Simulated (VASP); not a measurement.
**Ni3Hg: single point with PBE**

Ni3Hg:

```
Hg Ni
1.0
     3.74491    0.00000    0.00000
     0.00000    3.74491    0.00000
     0.00000    0.00000    3.74491
Hg Ni
1 3
Direct
  0.00000 0.00000 0.00000
  0.50000 0.50000 0.00000
  0.50000 0.00000 0.50000
  0.00000 0.50000 0.50000
```

The cell comes from a database or a generator and needn't be the stable form of this composition.

```
Program                : VASP 6.6.1
Task                   : single point
Functional             : PBE
Potentials or basis    : VASP PAW PBE potentials, release 64 (Hg, Ni)
Cutoff                 : 520 eV
k mesh                 : 7 × 7 × 7
Occupations            : fermi-dirac, width 0.05 eV
Spin                   : collinear spin, ferromagnetic start
Starting moments       : [0.0, 1.0, 1.0, 1.0] μB
Further INCAR settings : ALGO = Normal; EDIFF = 1e-07; NBANDS = 33
```

```yaml
Pressure: 2.0 GPa
Band_gap_on_the_k_mesh: none (metal or under the smearing width)
Net_moment: 1.09 μB per cell
Site_moments: Hg -0.01; Ni +0.38 μB
Valence_electrons_inside_the_program's_atomic_spheres: Hg 10.74; Ni 9.18
```

Levels at points of the mesh, in eV from the Fermi level:
Spin up:
```
           k point  band 17  band 18  band 19  band 20  band 21  band 22  band 23  band 24  band 25  band 26
(0.00, 0.00, 0.00)    -0.54    -0.36    -0.26    -0.26    -0.26     1.43     1.43     1.43     6.18     8.00
```
Spin down:
| k point | band 18 | band 19 | band 20 | band 21 | band 22 | band 23 |
| --- | --- | --- | --- | --- | --- | --- |
| (0.00, 0.00, 0.00) | 0.03 | 0.30 | 0.30 | 0.30 | 1.42 | 1.42 |

Run time: 2.3 min on 1 thread of AMD EPYC 7571, on a shared host, peak memory 0.17 GiB.

The run has no spin-orbit coupling, so splittings on Hg are missing.
